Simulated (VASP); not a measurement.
VASP input:

INCAR:
```
MAGMOM = 0.0 0.0 0.0 0.0 0.0 0.0 0.0 0.0 0.0
GGA_COMPAT = .FALSE.
SYSTEM = TiSe2
ISIF = 2
PREC = Accurate
LASPH = .TRUE.
ENCUT = 300
LREAL = .FALSE.
LSORBIT = .TRUE.
ISMEAR = 0   ! Gaussian
NELM = 100   ! most electronic steps
LCHARG = .FALSE.
GGA = PE   ! PBE
LNONCOLLINEAR = .TRUE.
LORBIT = 11   ! lm-projected
LWAVE = .FALSE.
LMAXMIX = 4   ! l cut-off of mixed one-centre charges
EDIFF = 1E-6   ! SCF stop (eV)
SIGMA = 0.05   ! width (eV)
ALGO = Normal
```

### KPOINTS
```
Regular mesh
0
G
 6 6 1
0 0 0
```

**POSCAR**
```
TiSe2
1
    3.6160170000     0.0000000000     0.0000000000
   -1.8080090000     3.1315630000     0.0000000000
    0.0000000000     0.0000000000    16.9400230000
Ti Se
1 2
Direct
  0.0187840000   0.0023940000   0.4971430000
  0.3435160000   0.6496190000   0.5873420000
  0.6377010000   0.3479880000   0.4155150000
```

POTCAR, in this order: Ti_sv Se (PBE.64 set). Program: vasp_ncl.

Translate this PBE+SOC calculation to Quantum ESPRESSO's pw.x.

One equivalent input (not run):
```
&CONTROL
  calculation = 'scf'
  pseudo_dir = './pseudo'
  outdir = './out'
  tprnfor = .true.
  tstress = .true.
/
&SYSTEM
  ibrav = 0
  nat = 3
  ntyp = 2
  ecutwfc = 86
  occupations = 'smearing'
  smearing = 'gaussian'
  degauss = 0.003675
  input_dft = 'pbe'
  noncolin = .true.
  lspinorb = .true.
/
&ELECTRONS
  conv_thr = 7.3e-08
  electron_maxstep = 100
/
ATOMIC_SPECIES
  Ti 47.867 Ti.upf
  Se 78.971 Se.upf
CELL_PARAMETERS angstrom
     3.6160170    0.0000000    0.0000000
    -1.8080090    3.1315630    0.0000000
     0.0000000    0.0000000   16.9400230
ATOMIC_POSITIONS crystal
  Ti   0.0187840  0.0023940  0.4971430
  Se   0.3435160  0.6496190  0.5873420
  Se   0.6377010  0.3479880  0.4155150
K_POINTS automatic
  6 6 1 0 0 0
```
What does not carry over: the potentials are each code's own (VASP's PAW set, PseudoDojo norm-conserving files, fully relativistic, in pw.x), so ENCUT and ecutwfc are chosen apart and not converted; conv_thr bounds pw.x's estimated SCF error, while EDIFF bounds the energy change between steps.

The cell is a sheet with vacuum, built from a generated structure.
